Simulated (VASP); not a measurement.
Level of theory: LDA (Ceperley-Alder, Perdew-Zunger), VASP's LDA PAW potentials (set 64) (plane waves; VASP).

A VASP calculation is set up with these files.

### INCAR
```
PREC  =  Accurate
SIGMA  =  0.01
SYSTEM  =  NaF
LEPSILON  =  T
ALGO  =  Normal   # blocked Davidson
LREAL  =  F   # projection in real space or not
LCHARG  =  F
ISMEAR  =  0
LASPH  =  T   # aspherical one-centre terms
EDIFF  =  1E-8
NELM  =  100   # most electronic steps
NSW  =  1
IBRION  =  8
ENCUT  =  520
LWAVE  =  F
```

### KPOINTS
```
Automatic mesh
0
Gamma
10 10 10
0 0 0
```

### POSCAR
```
NaF
1
    0.0000000000     2.2522326456     2.2522326456
    2.2522326456     0.0000000000     2.2522326456
    2.2522326456     2.2522326456     0.0000000000
Na F
1 1
Direct
  0.0000000000   0.0000000000   0.0000000000
  0.5000000000   0.5000000000   0.5000000000
```

POTCAR, in this order: Na_pv F (LDA.64 set). Program: vasp_std.

Q: What will the output report for the number of irreducible k-points (NKPTS), number of bands (NBANDS), largest plane-wave count, number of space-group operations, FFT grid (NGX, NGY, NGZ)?

A: 
The number of irreducible k-points (NKPTS) is 47 and the number of bands (NBANDS) is 11. The largest plane-wave count is 636 and the number of space-group operations comes out as 48. The FFT grid (NGX, NGY, NGZ) comes out as 24 × 24 × 24.

The compound is NaF in the rock salt structure. It was relaxed first, which changed the volume by -8 %.
